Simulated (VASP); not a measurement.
Here is the system:

```
CELL_PARAMETERS angstrom
      3.95869     0.00000     0.00000
     -1.97935     3.42833     0.00000
      0.00000     0.00000     6.52059
ATOMIC_POSITIONS crystal
  Be 0.66667 0.33333 0.50047
  Be 0.33333 0.66667 0.00047
  Te 0.66667 0.33333 0.87453
  Te 0.33333 0.66667 0.37453
```

The numbers are results of PBEsol GGA, VASP's PBE PAW potentials (set 64) (plane waves; VASP 6.6.1), not measurements. Numerical set-up: 400 eV cut-off, 6×6×3 Γ-centred mesh, Gaussian smearing of 0.050 eV, potentials Be Te.

Unless said otherwise, spin-orbit coupling is left out, though it shifts the bands of the heavy elements here.

Question: Predict the energy per atom (σ→0), band gap (on the k-mesh) with the smallest direct gap where there is one.

Answer: 
The band gap (on the k-mesh) comes out as 2.10 eV. The smallest direct gap (on the k-mesh) is 2.72 eV. The energy per atom (σ→0) comes out as -4.101 eV/atom.

The structure comes from a computed database's BeTe entry (P6_3mc); how it stands against other phases isn't given here. It was relaxed first. The start is the result of an earlier pass.
